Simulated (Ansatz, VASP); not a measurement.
**KNaICl in VASP and in Ansatz**

INCAR

```
PREC = Accurate
ENCUT = 520
EDIFF = 1E-6
ISMEAR = 0
SIGMA = 0.05
LREAL = False
LASPH = True
NELM = 80
ALGO = Normal
ISIF = 2
LWAVE = False
LCHARG = False
GGA = CA
NBANDS = 23
```

The input KPOINTS:

```
regular mesh
0
Gamma
  6 6 4
```

The input POSCAR:

```
KNaICl
1.0
    4.0830392756      0.0000000000      0.0000000000
    0.0000000000      4.7164169358      0.0000000000
    0.0000000000      0.0000000000      6.2608948866
K Na I Cl
1 1 1 1
Direct
    0.5000000000      0.5000000000      0.5000000000
    0.0000000000      0.0000000000      0.0000000000
    0.5000000000      0.5000000000      0.0000000000
    0.0000000000      0.0000000000      0.5000000000
```

Input for Ansatz:

```yaml
crystal:
  lattice:
    - [4.0830392756, 0.0, 0.0]
    - [0.0, 4.7164169358, 0.0]
    - [0.0, 0.0, 6.2608948866]
  atoms:
    - { symbol: K, position: [0.5, 0.5, 0.5] }
    - { symbol: Na, position: [0.0, 0.0, 0.0] }
    - { symbol: I, position: [0.5, 0.5, 0.0] }
    - { symbol: Cl, position: [0.0, 0.0, 0.5] }
basis:
  ecutwfc: 520.0
kpoints:
  mp_grid: { grid: [6, 6, 4] }
hamiltonian:
  xc: lda
  pseudopotentials: { kind: paw }
scf:
  occupations: { method: gaussian, width: 0.05 }
output:
  forces: true
  stress: true
  eigenvalues: true
  write_density: true
  write_potential: true
  elf: true
  volumetric_format: npy
```

Change from the starting cell: strain +e along x and -e along y -0.0733, strain +e along z and -e/2 along x and y -0.0367.

Alike in both runs: task single point; functional LDA; k mesh 6 × 6 × 4; occupations gaussian, width 0.05 eV; no spin polarisation.

|  | VASP | Ansatz |
| --- | --- | --- |
| version | VASP 6.6.1 | Ansatz 0.2.0 |
| potentials or method | VASP PAW LDA potentials, release 64 (K_sv, Na_pv, I, Cl) | scalar-relativistic, plane waves, PAW |
| plane-wave cutoff (eV) | 520 | 520 |
| valence electrons in the cell | 30 | 42 |

Ansatz gave:

```
gap on the k mesh at the Fermi level (eV)       : 3.46
least direct gap on the mesh (eV)               : 3.46
pressure (GPa)                                  : 0.1
largest component of the traceless stress (GPa) : 2.00
```

Q: Which values does VASP return?

A: gap on the k mesh at the Fermi level (eV): 3.46; least direct gap on the mesh (eV): 3.46; pressure (GPa): 0.1; largest component of the traceless stress (GPa): 2.01.

The two sets of potentials don't hold the same shells in valence.

Caveats: spin-orbit coupling is left out, which moves the levels of the heavy elements. A k mesh can miss the band edges.
